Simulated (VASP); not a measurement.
Input for VASP

INCAR:
```
! general
SYSTEM   =  ZnF2
PREC     =  Accurate
ENCUT    =  620
LREAL    =  F
LASPH    =  T

! electronic loop
EDIFF    =  1E-6
NELM     =  100
ALGO     =  Normal
LMAXMIX  =  4

! smearing
ISMEAR   =  0
SIGMA    =  0.05

! functional
GGA      =  PE

! ions
IBRION   =  2
NSW      =  40
ISIF     =  3
EDIFFG   =  -0.02
PSTRESS  =  450

! output
LWAVE    =  F
LCHARG   =  F
```

File KPOINTS:
```
kpoints
0
Gamma
  5 5 7
```

POSCAR:
```
ZnF2
1
    4.3204773255     0.0000000000     0.0000000000
    0.0000000000     4.3204773255     0.0000000000
    0.0000000000     0.0000000000     3.0542876271
Zn F
2 4
Direct
  0.0000000000   0.0000000000   0.0000000000
  0.5000000000   0.5000000000   0.5000000000
  0.3040235274   0.3040235274   0.0000000000
  0.8040235274   0.1959764726   0.5000000000
  0.1959764726   0.8040235274   0.5000000000
  0.6959764726   0.6959764726   0.0000000000
```

POTCAR, in this order: Zn F (PBE.64 set). Program: vasp_std.

Write an equivalent input for Ansatz.

One equivalent input (not run):
Ansatz 0.2 input:
```yaml
crystal:
  lattice:
    - [4.3204773, 0.0000000, 0.0000000]
    - [0.0000000, 4.3204773, 0.0000000]
    - [0.0000000, 0.0000000, 3.0542876]
  atoms:
    - { symbol: Zn, position: [0.0000000, 0.0000000, 0.0000000] }
    - { symbol: Zn, position: [0.5000000, 0.5000000, 0.5000000] }
    - { symbol: F, position: [0.3040235, 0.3040235, 0.0000000] }
    - { symbol: F, position: [0.8040235, 0.1959765, 0.5000000] }
    - { symbol: F, position: [0.1959765, 0.8040235, 0.5000000] }
    - { symbol: F, position: [0.6959765, 0.6959765, 0.0000000] }
kpoints:
  mp_grid: { grid: [5, 5, 7] }
hamiltonian:
  xc: pbe
  pseudopotentials: { kind: paw }
scf:
  occupations: { method: gaussian, width: 0.05 }
  max_iter: 100
relax:
  max_steps: 40
  f_tol: 0.02
  cell: { p_target: 45 }
output: { forces: true, stress: true, eigenvalues: true }
```
The two are equivalent in intent, not identical: each code has its own PAW files, so the cut-off isn't converted (ENCUT is set for VASP's; basis.ecutwfc is left out, and Ansatz then takes the one that its files recommend); Ansatz stops its SCF on the density residual and VASP on the energy change (EDIFF).

The compound is ZnF2 in the rutile structure. It was relaxed first under an external pressure of 45 GPa.
